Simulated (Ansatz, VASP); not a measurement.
# Zr (Zirconium): VASP beside Ansatz

Wanted: the spread between two codes on one cell, functional and k mesh. The cell is taken from a series of runs on this material, whose earlier steps may have relaxed, scaled, displaced or heated it; both programs get it as it stands.

Program: Ansatz 0.2.0. Level of theory: plane waves, with VASP 6.6.1 beside it; zone-centre phonons at PBEsol. Results are calculated unless marked as measured.

## Step 1: Starting point

Symmetry: P6_3/mmc, No. 194, hexagonal system. The conventional cell has a = 3.184 Å, b = 3.184 Å, c = 5.118 Å, α = 90.00°, β = 90.00°, γ = 120.00°. Nearest to Zr lie 12 Zr at 3.15 to 3.18 Å.

As a file:

```xyz
2
Lattice="3.1837 0.0000 0.0000 -1.5918 2.7572 0.0000 0.0000 0.0000 5.1179" Properties=species:S:1:pos:R:3 pbc="T T T"
Zr    0.0000    1.8381    1.2795
Zr    1.5918    0.9191    3.8384
```

## Step 2: VASP: zone-centre phonons, PBEsol, pair 1

Second derivatives magnify differences that forces hide, and they need a tight electronic threshold.

Lines of VASP's logs that name or quote its potential files are left out, and so is its time.

INCAR reads:

```
SYSTEM = Zr
PREC = Accurate
ENCUT = 500
EDIFF = 1E-08
NELM = 120
ISMEAR = 1
SIGMA = 0.2
LREAL = .FALSE.
ALGO = Normal
GGA = PS
NBANDS = 18
LASPH = .TRUE.
LORBIT = 11
LWAVE = .FALSE.
LCHARG = .FALSE.
ISIF = 2
IBRION = 8
GGA_COMPAT = .FALSE.
KPAR = 2
```

POSCAR reads:

```
Zr
1.0
    3.1836932772      0.0000000000      0.0000000000
   -1.5918466386      2.7571592559      0.0000000000
    0.0000000000      0.0000000000      5.1178911404
Zr
2
Direct
    0.3333333334      0.6666666668      0.2500000000
    0.6666666668      0.3333333334      0.7500000000
```

KPOINTS reads:

```
Automatic mesh
0
Gamma
15 15 8
0 0 0
```

Potentials, in the order of the species: Zr_sv (PBE family, release 64).

Started as:

```sh
$ mpirun -np 2 vasp_std
```

Numbers of over 12 decimals in the logs are rounded to 6 here.

The log of the run:

```text
[banner, memory and clock lines left out]
running    2 mpi-ranks, on    1 nodes
 distrk:  each k-point on    1 cores,    2 groups
 distr:  one band on    1 cores,    1 groups

 POSCAR found type information on POSCAR Zr
 POSCAR found :  1 types and       2 ions
|                                                                             |
|               ----> ADVICE to this user running VASP <----                  |
|                                                                             |
|     You enforced a specific xc type in the INCAR file but a different       |
|     [... a line on the potential file left out ...]
|     I HOPE YOU KNOW WHAT YOU ARE DOING!                                     |
|                                                                             |

 LDA part: xc-table for (Slater+PW92), standard interpolation
 POSCAR, INCAR and KPOINTS ok, starting setup
 FFT: planning ... GRIDC
 FFT: planning ... GRID_SOFT
 FFT: planning ... GRID
 WAVECAR not read
 entering main loop
       N       E                     dE             d eps       ncg     rms          rms(c)
DAV:   1     0.210331608193E+03    0.21033E+03   -0.13160E+04  4868   0.129E+03
DAV:   2    -0.339576201582E+01   -0.21373E+03   -0.21040E+03  5778   0.377E+02
DAV:   3    -0.185414710499E+02   -0.15146E+02   -0.14976E+02  8638   0.727E+01
DAV:   4    -0.189354467548E+02   -0.39398E+00   -0.39359E+00  5762   0.120E+01
DAV:   5    -0.189466653487E+02   -0.11219E-01   -0.11214E-01  7164   0.144E+00    0.161E+01
DAV:   6    -0.182887124764E+02    0.65795E+00   -0.98795E-01  5252   0.780E+00    0.646E+00
DAV:   7    -0.181568787724E+02    0.13183E+00   -0.65381E-01  7076   0.545E+00    0.115E+00
DAV:   8    -0.181609995947E+02   -0.41208E-02   -0.36712E-02  6342   0.156E+00    0.280E-01
DAV:   9    -0.181612819585E+02   -0.28236E-03   -0.15813E-03  6286   0.373E-01    0.280E-02
DAV:  10    -0.181612566773E+02    0.25281E-04   -0.48128E-05  7042   0.417E-02    0.239E-02
DAV:  11    -0.181612577734E+02   -0.10960E-05   -0.96967E-06  5402   0.363E-02    0.221E-03
DAV:  12    -0.181612577796E+02   -0.61764E-08   -0.36310E-07  6650   0.409E-03    0.218E-03
DAV:  13    -0.181612575493E+02    0.23028E-06   -0.36483E-08  4760   0.148E-03    0.730E-04
DAV:  14    -0.181612575077E+02    0.41578E-07   -0.60482E-09  3026   0.918E-04    0.200E-04
DAV:  15    -0.181612575076E+02    0.52751E-10   -0.84102E-10  2834   0.293E-04
   1 F= -.18161258E+02 E0= -.18161940E+02  d E =0.204811E-02
 Linear response reoptimize wavefunctions to high precision
DAV:   1    -0.181612575082E+02   -0.57071E-09   -0.36702E-10  2970   0.185E-04
DAV:   2    -0.181612575082E+02   -0.16826E-10   -0.14314E-10  2780   0.845E-05
 Linear response DOF=           2
 Linear response progress:
  Degree of freedom:   1/  2
       N       E                     dE             d eps       ncg     rms          rms(c)
RMM:   1    -0.672315561300E+00   -0.67232E+00    0.27485E+00 21941   0.133E+01
RMM:   2    -0.623957161214E+00    0.48358E-01   -0.23632E-01 32815   0.268E+00    0.243E-01
RMM:   3    -0.625384045584E+00   -0.14269E-02   -0.37896E-02 40353   0.959E-01    0.801E-02
RMM:   4    -0.627643427708E+00   -0.22594E-02   -0.50371E-03 48837   0.353E-01    0.256E-02
RMM:   5    -0.628243285801E+00   -0.59986E-03   -0.93340E-04 48301   0.150E-01    0.179E-02
RMM:   6    -0.628288174628E+00   -0.44889E-04   -0.21687E-04 51853   0.643E-02    0.182E-02
RMM:   7    -0.628196846710E+00    0.91328E-04   -0.71861E-05 48509   0.393E-02    0.590E-03
RMM:   8    -0.628154525509E+00    0.42321E-04   -0.20994E-05 51757   0.170E-02    0.677E-03
RMM:   9    -0.628142057203E+00    0.12468E-04   -0.10123E-05 51895   0.102E-02    0.425E-03
RMM:  10    -0.628130721332E+00    0.11336E-04   -0.35508E-06 49779   0.701E-03    0.106E-03
RMM:  11    -0.628130929603E+00   -0.20827E-06   -0.29170E-06 53186   0.421E-03    0.382E-04
RMM:  12    -0.628133259421E+00   -0.23298E-05   -0.13129E-06 53410   0.278E-03    0.100E-04
RMM:  13    -0.628133604784E+00   -0.34536E-06   -0.38492E-07 53125   0.193E-03    0.439E-05
RMM:  14    -0.628133712352E+00   -0.10757E-06    0.17837E-07 52839   0.147E-03    0.171E-05
RMM:  15    -0.628133283935E+00    0.42842E-06    0.56124E-07 52401   0.117E-03    0.158E-05
RMM:  16    -0.628133237999E+00    0.45936E-07    0.70381E-07 50987   0.977E-04    0.307E-05
RMM:  17    -0.628133158439E+00    0.79559E-07    0.73988E-07 51428   0.835E-04    0.686E-06
RMM:  18    -0.628133122997E+00    0.35443E-07    0.80224E-07 53360   0.719E-04    0.121E-05
RMM:  19    -0.628133173968E+00   -0.50971E-07    0.78236E-07 52214   0.631E-04    0.230E-05
RMM:  20    -0.628133232705E+00   -0.58737E-07    0.77847E-07 52182   0.563E-04    0.305E-05
RMM:  21    -0.628133253481E+00   -0.20776E-07    0.72993E-07 49880   0.509E-04    0.367E-05
RMM:  22    -0.628133263306E+00   -0.98248E-08    0.70120E-07 47553   0.464E-04    0.418E-05
RMM:  23    -0.628133235344E+00    0.27962E-07    0.65683E-07 47069   0.429E-04    0.397E-05
RMM:  24    -0.628133237429E+00   -0.20854E-08    0.62024E-07 48694   0.395E-04    0.424E-05
 first order change of Fermi-energy   0.18498E-04
 force on displaced ion       1 direction 1 :  -0.687   0.000   0.000
 Linear response progress:
  Degree of freedom:   2/  2
       N       E                     dE             d eps       ncg     rms          rms(c)
RMM:   1    -0.793053919099E+00   -0.79305E+00    0.29599E+00  7549   0.135E+01
RMM:   2    -0.743549190997E+00    0.49505E-01   -0.26061E-01 11165   0.275E+00    0.260E-01
RMM:   3    -0.746882818467E+00   -0.33336E-02   -0.45808E-02 13604   0.984E-01    0.894E-02
RMM:   4    -0.749622071021E+00   -0.27393E-02   -0.61036E-03 15387   0.361E-01    0.320E-02
RMM:   5    -0.749912551574E+00   -0.29048E-03   -0.98019E-04 16377   0.152E-01    0.206E-02
RMM:   6    -0.749691933407E+00    0.22062E-03    0.41742E-04 16549   0.692E-02    0.968E-03
RMM:   7    -0.749700977062E+00   -0.90437E-05    0.40276E-05 17070   0.352E-02    0.605E-03
RMM:   8    -0.749693051354E+00    0.79257E-05   -0.57886E-05 16837   0.190E-02    0.147E-03
RMM:   9    -0.749670962430E+00    0.22089E-04   -0.45744E-06 17574   0.106E-02    0.457E-04
RMM:  10    -0.749674901486E+00   -0.39391E-05   -0.15366E-05 17598   0.598E-03    0.270E-04
RMM:  11    -0.749675864840E+00   -0.96335E-06   -0.17881E-05 17609   0.365E-03    0.146E-04
RMM:  12    -0.749677459356E+00   -0.15945E-05   -0.15764E-05 17303   0.265E-03    0.590E-05
RMM:  13    -0.749677599277E+00   -0.13992E-06   -0.13367E-05 17741   0.191E-03    0.569E-05
RMM:  14    -0.749677320434E+00    0.27884E-06   -0.83418E-06 16669   0.151E-03    0.256E-05
RMM:  15    -0.749677336484E+00   -0.16049E-07   -0.72222E-06 16858   0.121E-03    0.420E-05
RMM:  16    -0.749677184624E+00    0.15186E-06   -0.45826E-06 17714   0.972E-04    0.584E-05
RMM:  17    -0.749677307020E+00   -0.12240E-06   -0.43008E-06 16912   0.801E-04    0.639E-05
RMM:  18    -0.749677096570E+00    0.21045E-06   -0.16620E-06 17329   0.673E-04    0.764E-05
RMM:  19    -0.749677062984E+00    0.33585E-07   -0.34135E-07 15313   0.591E-04    0.623E-05
RMM:  20    -0.749677127378E+00   -0.64393E-07    0.14525E-07 16015   0.510E-04    0.560E-05
RMM:  21    -0.749677155952E+00   -0.28574E-07    0.25741E-07 16688   0.443E-04    0.581E-05
RMM:  22    -0.749677201930E+00   -0.45978E-07    0.26518E-07 16374   0.395E-04    0.574E-05
 first order change of Fermi-energy  -0.13426E-03
 force on displaced ion       1 direction 3 :   0.000  -0.000  -4.568
 Linear response finished
```

OUTCAR, selected parts (step 2):

```text
ion  position               nearest neighbor table
   1  0.333  0.667  0.250-   2 3.15   2 3.15   2 3.15   2 3.15   2 3.15   2 3.15
   2  0.667  0.333  0.750-   1 3.15   1 3.15   1 3.15   1 3.15   1 3.15   1 3.15

  LATTYP: Found a hexagonal cell.
 ALAT       =     3.1836932772
 C/A-ratio  =     1.6075327284

 Subroutine GETGRP returns: Found 24 space group operations
 (whereof 12 operations were pure point group operations)

The static configuration has the point symmetry D_3d.
 The point group associated with its full space group is D_6h.

 Found    135 irreducible k-points:

   k-points           NKPTS =    135   k-points in BZ     NKDIM =    135   number of bands    NBANDS=     18

   dimension x,y,z NGX =    24 NGY =   24 NGZ =   40
   dimension x,y,z NGXF=    48 NGYF=   48 NGZF=   80

   ENCUT  =  500.0 eV  36.75 Ry    6.06 a.u.   5.80  5.80  9.33*2*pi/ulx,y,z

   NELECT =      24.0000    total number of electrons

 k-points in reciprocal lattice and weights: Automatic mesh
   0.00000000  0.00000000  0.00000000       0.001
   0.06666667 -0.00000000  0.00000000       0.003
   0.13333333 -0.00000000  0.00000000       0.003
   0.20000000 -0.00000000  0.00000000       0.003
   0.26666667 -0.00000000  0.00000000       0.003
   0.33333333 -0.00000000  0.00000000       0.003
   0.40000000 -0.00000000  0.00000000       0.003
   0.46666667  0.00000000  0.00000000       0.003
   0.06666667  0.06666667  0.00000000       0.003
[...]
0.33333333  0.26666667  0.50000000       0.007
   0.33333333  0.33333333  0.50000000       0.001

 average (electrostatic) potential at core
       1 -73.9376       2 -73.9376

  Total        0.0114051      0.0114051      0.0100896      0.0000000      0.0000000      0.0000000
  in kB        0.4067471      0.4067471      0.3598320      0.0000000      0.0000000      0.0000000
  external PRESSURE =       0.3911088 kB  Pullay stress =       0.0000000 kB

  energy-cutoff  :      500.00
  volume of cell :       44.92
      direct lattice vectors                 reciprocal lattice vectors
     3.183693277  0.000000000  0.000000000     0.314100610  0.181346072  0.000000000
    -1.591846639  2.757159256  0.000000000     0.000000000  0.362692143  0.000000000
     0.000000000  0.000000000  5.117891140     0.000000000  0.000000000  0.195392980

 POSITION                                       TOTAL-FORCE (eV/Angst)
 -----------------------------------------------------------------------------------
      0.00000      1.83811      1.27947        -0.000000      0.000000      0.000000
      1.59185      0.91905      3.83842         0.000000     -0.000000      0.000000
 -----------------------------------------------------------------------------------
    total drift:                               -0.000000     -0.000000      0.000000

 Eigenvectors and eigenvalues of the dynamical matrix
 ----------------------------------------------------

   1 f  =    4.947203 THz    31.084192 2PiTHz  165.020920 cm-1    20.459977 meV
             X         Y         Z           dx          dy          dz
      0.000000  1.838106  1.279473     0.000000    0.000000    0.707107
      1.591847  0.919053  3.838418     0.000000    0.000000   -0.707107

   2 f  =    1.918099 THz    12.051770 2PiTHz   63.980890 cm-1     7.932616 meV
             X         Y         Z           dx          dy          dz
      0.000000  1.838106  1.279473     0.707107   -0.000000    0.000000
      1.591847  0.919053  3.838418    -0.707107    0.000000    0.000000

   3 f  =    1.918099 THz    12.051770 2PiTHz   63.980890 cm-1     7.932616 meV
             X         Y         Z           dx          dy          dz
      0.000000  1.838106  1.279473    -0.000000    0.707107   -0.000000
      1.591847  0.919053  3.838418    -0.000000   -0.707107    0.000000

   4 f  =    0.000000 THz     0.000000 2PiTHz    0.000001 cm-1     0.000000 meV
             X         Y         Z           dx          dy          dz
      0.000000  1.838106  1.279473    -0.670820   -0.223607    0.000000
      1.591847  0.919053  3.838418    -0.670820   -0.223607    0.000000

   5 f  =    0.000000 THz     0.000000 2PiTHz    0.000000 cm-1     0.000000 meV
             X         Y         Z           dx          dy          dz
      0.000000  1.838106  1.279473     0.000000    0.000000    0.707107
      1.591847  0.919053  3.838418     0.000000    0.000000    0.707107

   6 f/i=    0.000000 THz     0.000000 2PiTHz    0.000001 cm-1     0.000000 meV
             X         Y         Z           dx          dy          dz
      0.000000  1.838106  1.279473    -0.223607    0.670820   -0.000000
      1.591847  0.919053  3.838418    -0.223607    0.670820    0.000000

 ELASTIC MODULI CONTR FROM IONIC RELAXATION (kBar)
 Direction    XX          YY          ZZ          XY          YZ          ZX
 --------------------------------------------------------------------------------
 XX         -69.7995     69.7995     -0.0000     -0.0000      0.0000      0.0000
 YY          69.7995    -69.7995      0.0000      0.0000      0.0000      0.0000
 ZZ          -0.0000      0.0000     -0.0000     -0.0000      0.0000      0.0000
 XY          -0.0000      0.0000     -0.0000    -69.7995      0.0000      0.0000
 YZ           0.0000      0.0000      0.0000      0.0000      0.0000      0.0000
 ZX           0.0000      0.0000      0.0000      0.0000      0.0000      0.0000
 --------------------------------------------------------------------------------
```

Energies printed during the response cycles are not total energies of the cell. The PAW data sets were made with PBE, which is usual practice but a small mismatch for other functionals.

(Continued in part 2 of 2.)

[Lines on the potential files, build, host, timing and source positions are cut from VASP's logs without a mark.]

[Logs are printed without paths, hosts, clocks, repeated set-up lines and the standing remarks that a program may print on its own settings, such as how far it seeks lower states.]

[Hosts, paths, dates, database ids (printed as entryN), source tags and the programs' standing remarks are cut or masked in the printed files.]
